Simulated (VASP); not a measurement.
Level of theory: PBE GGA, VASP's PBE PAW potentials (set 64) (plane waves; VASP).

A VASP calculation is set up with these files.

**INCAR**
```
SIGMA = 0.1
LREAL = F   # projection in real space or not
LWAVE = F
ALGO = Normal
SYSTEM = Sn
GGA = PE
NELM = 100   # most electronic steps
ENCUT = 480
ISIF = 2   # forces and stress, cell fixed
LASPH = T
ISMEAR = 1
LCHARG = F
EDIFF = 1E-7   # SCF stop (eV)
PREC = Accurate
LMAXMIX = 4   # l cut-off of mixed one-centre charges
```

KPOINTS:
```
kpoints
0
gamma
 12 12 12
```

### POSCAR
```
Sn
2.9631240
 -1.0000000260   1.0000000260   0.5446549982
  1.0000000260  -1.0000000260   0.5446549982
  1.0000000260   1.0000000260  -0.5446549982
Sn
2
Cartesian
  1.0000000260   0.0000000000   0.2723274991
  0.0000000000   2.0000000520   0.0000000000
```

POTCAR, in this order: Sn_d (PBE.64 set). Program: vasp_std.

Output

File OSZICAR:
```
       N       E                     dE             d eps       ncg     rms          rms(c)
DAV:   1     0.198376900693E+03    0.19838E+03   -0.14459E+04  5874   0.228E+03
DAV:   2     0.101014258865E+02   -0.18828E+03   -0.18610E+03  5894   0.435E+02
DAV:   3    -0.709491059231E+01   -0.17196E+02   -0.17043E+02  6644   0.137E+02
DAV:   4    -0.760923860547E+01   -0.51433E+00   -0.51347E+00  6754   0.261E+01
DAV:   5    -0.762900886723E+01   -0.19770E-01   -0.19770E-01  7862   0.469E+00    0.221E+00
DAV:   6    -0.761508506749E+01    0.13924E-01   -0.34060E-02  7652   0.282E+00    0.123E+00
DAV:   7    -0.761224358591E+01    0.28415E-02   -0.20884E-02  7598   0.216E+00    0.163E-01
DAV:   8    -0.761222745730E+01    0.16129E-04   -0.19091E-03  6692   0.645E-01    0.360E-02
DAV:   9    -0.761223643799E+01   -0.89807E-05   -0.57902E-05  7632   0.799E-02    0.139E-02
DAV:  10    -0.761223519549E+01    0.12425E-05   -0.77923E-06  7336   0.402E-02    0.187E-03
DAV:  11    -0.761223524320E+01   -0.47712E-07   -0.31664E-07  5416   0.786E-03
   1 F= -.76122352E+01 E0= -.76120920E+01  d E =-.429790E-03
```

**OUTCAR**
```
------------------------ aborting loop because EDIFF is reached ----------------------------------------
  FORCE on cell =-STRESS in cart. coord.  units (eV):
  Direction    XX          YY          ZZ          XY          YZ          ZX
  --------------------------------------------------------------------------------------
  Total        0.0095054      0.0095054      0.0167619      0.0000000      0.0000000      0.0000000
  in kB        0.2686897      0.2686897      0.4738077      0.0000000      0.0000000      0.0000000
  external PRESSURE =       0.3370624 kB  Pullay stress =       0.0000000 kB
  volume of cell :       56.68
      direct lattice vectors                 reciprocal lattice vectors
    -2.963124077  2.963124077  1.613880297     0.000000000  0.168740825  0.309812321
     2.963124077 -2.963124077  1.613880297     0.168740825  0.000000000  0.309812321
     2.963124077  2.963124077 -1.613880297     0.168740825  0.168740825  0.000000000
 POSITION                                       TOTAL-FORCE (eV/Angst)
 -----------------------------------------------------------------------------------
      2.96312      0.00000      0.80694        -0.000000      0.000000      0.000000
      0.00000      0.00000      0.00000         0.000000     -0.000000     -0.000000
 -----------------------------------------------------------------------------------
    total drift:                                0.000000     -0.000000     -0.000000
  FREE ENERGIE OF THE ION-ELECTRON SYSTEM (eV)
  ---------------------------------------------------
  free  energy   TOTEN  =        -7.6122352432 eV

  energy  without entropy=       -7.6118054533  energy(sigma->0) =       -7.61209198
```
(Selected blocks of OUTCAR.)

The compound is Sn in the beta structure. It was relaxed first.
